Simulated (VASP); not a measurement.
Here is the system:

```
CELL_PARAMETERS angstrom
      0.00000     2.56381     2.56381
      2.56381     0.00000     2.56381
      2.56381     2.56381     0.00000
ATOMIC_POSITIONS crystal
  Be 0.00000 0.00000 0.00000
  Se 0.25000 0.25000 0.25000
```

Computed with PBE GGA with D4 dispersion, VASP's PBE PAW potentials (set 64) (plane waves; VASP). Run with 520 eV cut-off, Gaussian smearing of 0.050 eV, potentials Be Se.

### Question
Give the energies of bands 2 to 7 at the high-symmetry points, in eV from the valence-band maximum.

### Answer

```csv
band,Γ,X,U,L,W
2,0.00,-5.13,-4.70,-5.77,-4.45
3,0.00,-2.69,-4.08,-1.09,-3.86
4,0.00,-2.69,-2.25,-1.09,-3.34
5,4.44,2.60,3.74,4.37,6.15
6,5.01,4.20,6.84,5.97,7.16
7,5.01,11.79,9.75,5.97,7.37
```

The gap is indirect, 2.60 eV, from the valence maximum at Γ to the conduction minimum at X.

Measured: gap 4.00 eV (computed value off by -1.40 eV), as given by Das et al., (2018), arXiv:1807.05623.

The compound is BeSe in the zinc blende structure. It was relaxed first.
